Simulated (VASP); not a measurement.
Input for VASP

File KPOINTS:
```
K-points
0
G
  10 10 10
```

**INCAR**
```
ALGO  =  Normal
EDIFF  =  1E-6
EDIFFG  =  -0.02
ENCUT  =  500
GGA  =  PS
IBRION  =  2
ISIF  =  3
ISMEAR  =  1
LASPH  =  T
LCHARG  =  F
LMAXMIX  =  4
LREAL  =  F
LWAVE  =  F
NELM  =  100
NSW  =  40
PREC  =  Accurate
PSTRESS  =  50
SIGMA  =  0.1
SYSTEM  =  GeSn
```

**POSCAR**
```
GeSn
1
    3.5294138174     0.0000000000     0.0000000000
    0.0000000000     3.5294138174     0.0000000000
    0.0000000000     0.0000000000     3.5294138174
Ge Sn
1 1
Direct
  0.0000000000   0.0000000000   0.0000000000
  0.5000000000   0.5000000000   0.5000000000
```

POTCAR, in this order: Ge_d Sn_d (PBE.64 set). Program: vasp_std.

### Question
Write an equivalent input for Ansatz.

### Answer
One equivalent input (not run):
Ansatz 0.2 input:
```yaml
crystal:
  lattice:
    - [3.5294138, 0.0000000, 0.0000000]
    - [0.0000000, 3.5294138, 0.0000000]
    - [0.0000000, 0.0000000, 3.5294138]
  atoms:
    - { symbol: Ge, position: [0.0000000, 0.0000000, 0.0000000] }
    - { symbol: Sn, position: [0.5000000, 0.5000000, 0.5000000] }
kpoints:
  mp_grid: { grid: [10, 10, 10] }
hamiltonian:
  xc: pbesol
  pseudopotentials: { kind: paw }
scf:
  occupations: { method: methfessel_paxton, width: 0.1 }
  max_iter: 100
relax:
  max_steps: 40
  f_tol: 0.02
  cell: { p_target: 5 }
output: { forces: true, stress: true, eigenvalues: true }
```
What does not carry over: each code has its own PAW files, so the cut-off isn't converted (ENCUT is set for VASP's; basis.ecutwfc is left out, and Ansatz then takes the one that its files recommend); Ansatz stops its SCF on the density residual and VASP on the energy change (EDIFF).

The structure was generated: GeSn was put into the CsCl type type (Pm-3m), which need not be its known phase. This run relaxes it under an external pressure of 5 GPa. Symmetry was kept, so distortions that lower it aren't found.
